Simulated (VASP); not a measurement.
# Co: surface energy and work function by face, part 2 of 2

Aim: compare the low-index faces of Co at one level of theory.

VASP 6.6.1; PBEsol, spin-polarised from a ferromagnetic start; plane waves and PAW (Co).

Still holding for the runs below: The magnetic state follows from one typed start and may not be the lowest.

So far. Step 5 (Potential and states of the slab, 8 atoms, face …): The vacuum level lies 5.10 eV above the Fermi level at the upper face; both faces agree, as the slab has next to no dipole. Step 6 (Surface relaxation, 12 atoms, face Co(10-10)): The run ended after 10 ionic steps, 0.046 eV below its first step, once the forces on the free atoms met EDIFFG = -0.03.

## 7. Vacuum level and density of states, 12 atoms, face Co(10-10)

File INCAR:

```
SYSTEM = Co
PREC = Normal
ENCUT = 320
EDIFF = 1E-06
NELM = 120
ISMEAR = 1
SIGMA = 0.15
LREAL = .FALSE.
ALGO = Fast
GGA = PS
NBANDS = 86
ISPIN = 2
MAGMOM = 2 2 2 2 2 2 2 2 2 2 2 2
LASPH = .TRUE.
LMAXMIX = 4
LORBIT = 11
LWAVE = .FALSE.
LCHARG = .TRUE.
KPAR = 4
IDIPOL = 3
LDIPOL = .TRUE.
DIPOL = 0.5 0.5 0.5
LVHAR = .TRUE.
LVACPOTAV = .TRUE.
NEDOS = 1500
```

File POSCAR:

```
Co
1.0
    2.4531912211      0.0000000000      0.0000000000
    0.0000000000      3.9611132850      0.0000000000
    0.0000000000      0.0000000000     26.3308048950
Co
12
Direct
    0.0000000000      0.0000000000      0.2876167739
    0.5000000000      0.0000000000      0.3654150150
    0.5000000000      0.5000000000      0.3109534666
    0.0000000000      0.0000000000      0.4463649470
    0.0000000000      0.5000000000      0.3918255862
    0.5000000000      0.0000000000      0.5270888644
    0.5000000000      0.5000000000      0.4729111356
    0.0000000000      0.0000000000      0.6081744138
    0.0000000000      0.5000000000      0.5536350530
    0.5000000000      0.0000000000      0.6890465334
    0.5000000000      0.5000000000      0.6345849850
    0.0000000000      0.5000000000      0.7123832261
```

File KPOINTS:

```
Automatic mesh
0
Gamma
12 8 1
0 0 0
```

PAW data sets: Co (PBE family, release 64).

On the command line:

```
mpirun -np 4 vasp_std
```

Wall time 2.7 min (4 MPI ranks of Intel Xeon 6975P-C (Granite Rapids), shared host); peak memory 2.1 GiB.

Numbers from this step:

- electronic cycles: 42
- Fermi energy: 2.805 eV
- vacuum levels: 7.657, 7.657 eV
- work functions of the upper and lower face: 4.852, 4.852 eV

The planar average of the electrostatic potential oscillates, so the rows of the table below give means over windows of 2.14 Å about each position, cut where the curve ends. Its maxima inside the range that stand out by 2 % of the span (Å: eV): 8.9: -3.61, 11.1: -3.50, 13.2: -3.49, 15.2: -3.50, 17.4: -3.61. Its minima: 7.9: -18.1, 10.0: -16.6, 12.1: -16.4, 14.3: -16.4, 16.3: -16.6, 18.4: -18.1.

Zero at the Fermi level. Table of planar average of the electrostatic potential by height; means over each step:

height (Å), planar average of the electrostatic potential (eV) and a bar from the least value:
```
     1.07        4.9 ##############################
     3.21        4.9 ##############################
     5.35        4.6 #############################
     7.49       -9.2 ###
     9.63      -10.9 
    11.77      -10.7 
    13.91      -10.7 
    16.05      -10.8 
    18.19      -10.9 
    20.33        3.3 ###########################
    22.47        4.9 ##############################
    24.61        4.9 ##############################
```

Density of states in the PAW spheres, an atom over height of the layer and energy from the Fermi level.

Values in states/eV, 22 rows by 12 columns, each cell a mean:
```
1.53 1.09 0.92 0.76 0.76 0.84 0.84 0.76 0.76 0.92 1.09 1.53
0.98 0.87 0.85 0.83 0.87 0.82 0.82 0.87 0.83 0.85 0.87 0.98
1.49 1.43 1.30 1.36 1.64 1.71 1.71 1.64 1.36 1.30 1.43 1.49
2.51 2.53 2.56 2.98 2.85 2.84 2.84 2.85 2.98 2.56 2.53 2.51
2.40 2.58 2.24 2.20 2.00 2.02 2.02 2.00 2.20 2.24 2.58 2.40
2.02 2.04 1.72 1.54 1.60 1.56 1.56 1.60 1.54 1.72 2.04 2.02
2.17 1.85 1.42 1.35 1.54 1.54 1.54 1.54 1.35 1.42 1.85 2.17
2.41 2.06 1.75 2.08 2.20 2.15 2.15 2.20 2.08 1.75 2.06 2.41
1.67 1.74 1.90 1.97 1.81 1.89 1.89 1.81 1.97 1.90 1.74 1.67
1.33 1.37 1.48 1.33 1.33 1.30 1.30 1.33 1.33 1.48 1.37 1.33
1.45 1.48 1.44 1.38 1.38 1.37 1.37 1.38 1.38 1.44 1.48 1.45
0.67 0.86 1.24 1.15 1.16 1.16 1.16 1.16 1.15 1.24 0.86 0.67
0.73 0.84 1.11 1.03 1.01 1.04 1.04 1.01 1.03 1.11 0.84 0.73
0.56 0.68 1.03 0.89 0.80 0.80 0.80 0.80 0.89 1.03 0.68 0.56
0.33 0.42 0.70 0.65 0.60 0.57 0.57 0.60 0.65 0.70 0.42 0.33
0.20 0.24 0.33 0.34 0.34 0.33 0.33 0.34 0.34 0.33 0.24 0.20
0.12 0.14 0.17 0.16 0.16 0.16 0.16 0.16 0.16 0.17 0.14 0.12
0.10 0.12 0.15 0.14 0.15 0.16 0.16 0.15 0.14 0.15 0.12 0.10
0.06 0.08 0.11 0.09 0.09 0.09 0.09 0.09 0.09 0.11 0.08 0.06
0.06 0.08 0.12 0.10 0.09 0.09 0.09 0.09 0.10 0.12 0.08 0.06
0.04 0.06 0.08 0.08 0.08 0.09 0.09 0.08 0.08 0.08 0.06 0.04
0.02 0.04 0.07 0.07 0.05 0.04 0.04 0.05 0.07 0.07 0.04 0.02
```
Columns: height of the layer (Å) from 7.6 to 18.8 (not evenly spaced); rows upwards: energy from the Fermi level (eV) from -7.9 to 0.5.

Spin density in the ca plane at fractional y = 0.000, with atoms of Co within 0.2 Å of it.

Values in e/Å³, 5 rows by 16 columns, each cell a mean:
```
0.9 0.0 0.1 0.3 1.0 0.0 0.1 0.1 1.2 0.1 0.1 0.0 0.0 0.0 0.0 0.0
0.1 0.4 0.8 0.0 0.1 0.2 1.0 0.0 0.1 0.1 1.1 0.1 0.0 0.0 0.0 0.0
0.0 0.7 1.3 0.0 0.0 0.3 1.6 0.0 0.0 0.1 1.8 0.3 0.0 0.0 0.0 0.0
0.3 0.2 0.4 0.1 0.4 0.1 0.5 0.0 0.4 0.0 0.5 0.1 0.0 0.0 0.0 0.0
1.3 0.0 0.0 0.5 1.4 0.0 0.0 0.2 1.6 0.1 0.0 0.0 0.0 0.0 0.0 0.0
```
Columns run along c (16.0 Å, from fractional 0.29 to 0.90 of the cell), rows up along a (2.5 Å). Atoms in or near the plane, at fractional coordinates: Co at (0.37, 0.50), Co at (0.45, 0.00), Co at (0.53, 0.50), Co at (0.61, 0.00), Co at (0.69, 0.50).

Valence density in the ca plane at fractional y = 0.000, with atoms of Co within 0.2 Å of it. It is the smooth field of the valence electrons, not physical close to the nuclei.

Ten even steps from '0' (0.0 e/Å³) to '9' (8.5 e/Å³), each cell a mean:
```
73000000014851000000026730000000000000000000
31001210001320001210012310001100000000000000
00002651000000014630000000025520000000000000
00004982000000016961000000038930000000000000
00003762000000015841000000027730000000000000
21001321001210002320001210012310000000000000
63000000003641000000014630000000000000000000
94100000015971000000027940000000000000000000
```
Columns run along c (16.0 Å, from fractional 0.29 to 0.90 of the cell), rows up along a (2.5 Å). Atoms in or near the plane, at fractional coordinates: Co at (0.37, 0.50), Co at (0.45, 0.00), Co at (0.53, 0.50), Co at (0.61, 0.00), Co at (0.69, 0.50).

The map of layer states is cut here 0.5 eV above the Fermi level, so it leaves out the states above that.

The vacuum level lies 4.85 eV above the Fermi level at the upper face; both faces agree, as the slab has next to no dipole.

The program found no field-free point at its default tolerance, but its printed level agrees with the flat part of the planar average.

On this mesh the fine structure of the density of states is sampling noise, and high empty states may be cut by the number of bands.

## 8. The faces side by side

This step: surfaces of a metal, PBEsol; plane waves and PAW (VASP 6.6.1).

No new run; the numbers come from the runs before.

Symmetric slabs, all atoms free. All faces:

```
     face  layers  area a surface atom (Å²)  work function (eV)  surface energy as cut (J/m²)  surface energy relaxed (J/m²)  change of the top spacing (%)  moment of the top atom (μB)
 Co(0001)       8                     5.212                 5.1                         2.552                          2.513                          -2.66                        1.698
Co(10-10)      12                     9.717               4.852                         2.744                          2.706                         -13.23                        1.753
```

Each surface energy is the slab's energy less its number of atoms times the bulk energy of -7.7486 eV, over twice the cell's area.

## 9. What came out

```json
{"Co(0001)": "2.51 J/m², 5.10 eV", "Co(10-10)": "2.71 J/m², 4.85 eV"}
```

In words: The cheapest face is Co(0001) at 2.51 J/m², against 2.71 for Co(10-10). The work functions are 5.10 eV for Co(0001) and 4.85 eV for Co(10-10). The densest face has the highest work function, as the smoothing of the electron density over an open face lowers the surface dipole. The densest face is also the cheapest, since it cuts the fewest bonds an area. The top spacing changes by -2.7 % on Co(0001) and -13.2 % on Co(10-10). The top atom holds 1.70 μB on Co(0001) and 1.75 μB on Co(10-10). Of the two ends of the prism face, the one with the short outer spacing was run. One thickness was run for each face, and bulk and slab meshes don't match, which leaves some hundredths of a J/m². The cells are 1 × 1 and can't reconstruct.

[Lines on the potential files, build, host, timing and source positions are cut from VASP's logs without a mark.]

[Logs are printed without paths, hosts, clocks, repeated set-up lines and the standing remarks that a program may print on its own settings, such as how far it seeks lower states.]

[Hosts, paths, dates, database ids (printed as entryN), source tags and the programs' standing remarks are cut or masked in the printed files.]

[Runs that stopped without an error message from VASP are left out.]
